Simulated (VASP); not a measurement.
Input of a VASP 6.6.1 run:

INCAR

```
SYSTEM = Sr8Ti8HO23
PREC     = Normal         ! precision mode
ENCUT    = 450            ! plane-wave cutoff, eV
EDIFF    = 1E-6           ! SCF threshold, eV
ISMEAR   = 0              ! smearing method
SIGMA    = 0.01           ! smearing width, eV
LREAL    = Auto         
LASPH    = .TRUE.         ! aspherical terms in the spheres
NELM     = 80             ! most SCF steps
ALGO     = Normal         ! electronic algorithm
ISIF     = 2              ! what is computed and relaxed
LWAVE    = .FALSE.        ! write WAVECAR
LCHARG   = .FALSE.        ! write CHGCAR
GGA      = PE             ! functional
IBRION   = 2              ! ionic algorithm
NSW      = 70             ! ionic steps
EDIFFG   = -0.025         ! ionic threshold
ICORELEVEL= 1            
NELECT   = 316.0        
ISYM     = 0            
KPAR     = 4            
NCORE    = 2
```

File KPOINTS:

```
regular mesh
0
Monkhorst
  2 2 2
  0 0 0
```

Contents of POSCAR:

```
Sr8Ti8HO23
1.0
    7.8804100000      0.0000000000      0.0000000000
    0.0000000000     -7.8804100000      0.0000000000
    0.0000000000      0.0000000000     -7.8804100000
Sr Ti H O
8 8 1 23
Direct
    0.2500000000      0.2500000000      0.2500000000
    0.2500000000      0.2500000000      0.7500000000
    0.2500000000      0.7500000000      0.2500000000
    0.2500000000      0.7500000000      0.7500000000
    0.7500000000      0.2500000000      0.2500000000
    0.7500000000      0.2500000000      0.7500000000
    0.7500000000      0.7500000000      0.2500000000
    0.7500000000      0.7500000000      0.7500000000
    0.9976205700      0.5010929000      0.5097977300
    0.0000000000      0.5000000000      0.0000000000
    0.0000000000      0.0000000000      0.5000000000
    0.0000000000      0.0000000000      0.0000000000
    0.4969424300      0.5035802000      0.5007392700
    0.5000000000      0.5000000000      0.0000000000
    0.5000000000      0.0000000000      0.5000000000
    0.5000000000      0.0000000000      0.0000000000
    0.2527080400      0.4994705800      0.5019479600
    0.2500000000      0.5000000000      0.0000000000
    0.2500000000      0.0000000000      0.5000000000
    0.2500000000      0.0000000000      0.0000000000
    0.7500000000      0.5000000000      0.5000000000
    0.7500000000      0.5000000000      0.0000000000
    0.7500000000      0.0000000000      0.5000000000
    0.7500000000      0.0000000000      0.0000000000
    0.0000000000      0.2500000000      0.5000000000
    0.0000000000      0.2500000000      0.0000000000
    0.0000000000      0.7500000000      0.5000000000
    0.0000000000      0.7500000000      0.0000000000
    0.5000000000      0.2500000000      0.5000000000
    0.5000000000      0.2500000000      0.0000000000
    0.5000000000      0.7500000000      0.5000000000
    0.5000000000      0.7500000000      0.0000000000
    0.0000000000      0.5000000000      0.2500000000
    0.0000000000      0.5000000000      0.7500000000
    0.0000000000      0.0000000000      0.2500000000
    0.0000000000      0.0000000000      0.7500000000
    0.5000000000      0.5000000000      0.2500000000
    0.5000000000      0.5000000000      0.7500000000
    0.5000000000      0.0000000000      0.2500000000
    0.5000000000      0.0000000000      0.7500000000
```

Potentials or basis: VASP PAW PBE potentials, release 64 (Sr_sv, Ti_sv, H, O).

Command:

```console
$ cat potpaw_PBE.64/Sr_sv/POTCAR potpaw_PBE.64/Ti_sv/POTCAR potpaw_PBE.64/H/POTCAR potpaw_PBE.64/O/POTCAR > POTCAR
$ mpirun -np 8 vasp_std > vasp.out
```

**Question.** Estimate the energy gained by relaxing.

**Answer.** 10.7 meV/atom.

Core levels (eV, on the scale of the bands):
```csv
atom,levels
1 Sr,"1s -15923.4, 2s -2145.9, 2p -1905.3, 3s -321.9, 3p -244.3, 3d -116.2"
2 Sr,"1s -15923.4, 2s -2145.9, 2p -1905.3, 3s -321.9, 3p -244.3, 3d -116.2"
3 Sr,"1s -15923.4, 2s -2145.9, 2p -1905.3, 3s -321.9, 3p -244.3, 3d -116.2"
4 Sr,"1s -15923.4, 2s -2145.9, 2p -1905.3, 3s -321.9, 3p -244.3, 3d -116.2"
5 Sr,"1s -15923.5, 2s -2146.1, 2p -1905.4, 3s -322.1, 3p -244.4, 3d -116.3"
6 Sr,"1s -15923.5, 2s -2146.1, 2p -1905.4, 3s -322.1, 3p -244.4, 3d -116.3"
```

Caveat: the cell is charged against a uniform background, so pressure and absolute levels hang on convention.
